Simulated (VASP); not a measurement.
Input:

```yaml
crystal:
  lattice:
    - [0.00000, 2.74488, 2.74488]
    - [2.74488, 0.00000, 2.74488]
    - [2.74488, 2.74488, 0.00000]
  atoms:
    - { symbol: Mg, position: [0.00000, 0.00000, 0.00000] }
    - { symbol: Se, position: [0.50000, 0.50000, 0.50000] }
```

Method: optB88-vdW, VASP's PBE PAW potentials (set 64) (plane waves; VASP). Run with 520 eV cut-off, Gaussian smearing of 0.050 eV, potentials Mg Se.

Give the energies of bands 2 to 7 at the high-symmetry points, in eV from the valence-band maximum.

```tsv
band	Γ	X	U	L	W
2	0.00	-4.08	-3.60	-4.77	-3.16
3	0.00	-1.71	-3.20	-0.55	-3.16
4	0.00	-1.71	-1.37	-0.55	-2.45
5	2.54	1.82	3.09	3.96	4.48
6	7.54	4.21	6.39	6.15	6.97
7	7.54	11.70	8.89	6.15	7.69
```

The gap is indirect, 1.82 eV, from the valence maximum at Γ to the conduction minimum at X.

The compound is MgSe in the rock salt structure. It was relaxed first.
